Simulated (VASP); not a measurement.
VASP input:

**POSCAR**
```
HgS
1
    0.0000000000     2.9134774419     2.9134774419
    2.9134774419     0.0000000000     2.9134774419
    2.9134774419     2.9134774419     0.0000000000
Hg S
1 1
Direct
  0.0000000000   0.0000000000   0.0000000000
  0.2500000000   0.2500000000   0.2500000000
```

### KPOINTS
```
Automatic mesh
0
Gamma
11 11 11
0 0 0
```

### INCAR
```
! general
SYSTEM    =  HgS
PREC      =  Accurate
ENCUT     =  520
LREAL     =  .FALSE.   ! projection in real space or not
LASPH     =  .TRUE.   ! aspherical one-centre terms

! electronic loop
EDIFF     =  1E-7   ! SCF stop (eV)
NELM      =  100   ! most electronic steps
ALGO      =  Normal   ! blocked Davidson
LMAXMIX   =  6   ! l cut-off of mixed one-centre charges

! smearing
ISMEAR    =  1
SIGMA     =  0.1   ! width (eV)

! functional
GGA       =  MK
LUSE_VDW  =  .TRUE.
AGGAC     =  0.0
PARAM1    =  0.1234
PARAM2    =  1.0

! ions
ISIF      =  2

! output
LWAVE     =  .FALSE.
LCHARG    =  .FALSE.
```

POTCAR, in this order: Hg S (PBE.64 set). Program: vasp_std.

Task: Translate this optB86b-vdW calculation to Quantum ESPRESSO's pw.x.

Result: One equivalent input (not run):
```
&CONTROL
  calculation = 'scf'
  pseudo_dir = './pseudo'
  outdir = './out'
  tprnfor = .true.
  tstress = .true.
/
&SYSTEM
  ibrav = 0
  nat = 2
  ntyp = 2
  ecutwfc = 66
  occupations = 'smearing'
  smearing = 'methfessel-paxton'
  degauss = 0.00735
  input_dft = 'vdw-df-ob86'
/
&ELECTRONS
  conv_thr = 7.3e-09
  electron_maxstep = 100
/
ATOMIC_SPECIES
  Hg 200.592 Hg.upf
  S 32.060 S.upf
CELL_PARAMETERS angstrom
     0.0000000    2.9134774    2.9134774
     2.9134774    0.0000000    2.9134774
     2.9134774    2.9134774    0.0000000
ATOMIC_POSITIONS crystal
  Hg   0.0000000  0.0000000  0.0000000
  S    0.2500000  0.2500000  0.2500000
K_POINTS automatic
  11 11 11 0 0 0
```
Limits of the translation: the potentials are each code's own (VASP's PAW set, PseudoDojo norm-conserving files in pw.x), so ENCUT and ecutwfc are chosen apart and not converted; conv_thr bounds pw.x's estimated SCF error, while EDIFF bounds the energy change between steps.

The compound is HgS in the zinc blende structure, metacinnabar; cinnabar is the stable form. This cell is one point of a volume scan, at 0.94 of the reference volume.
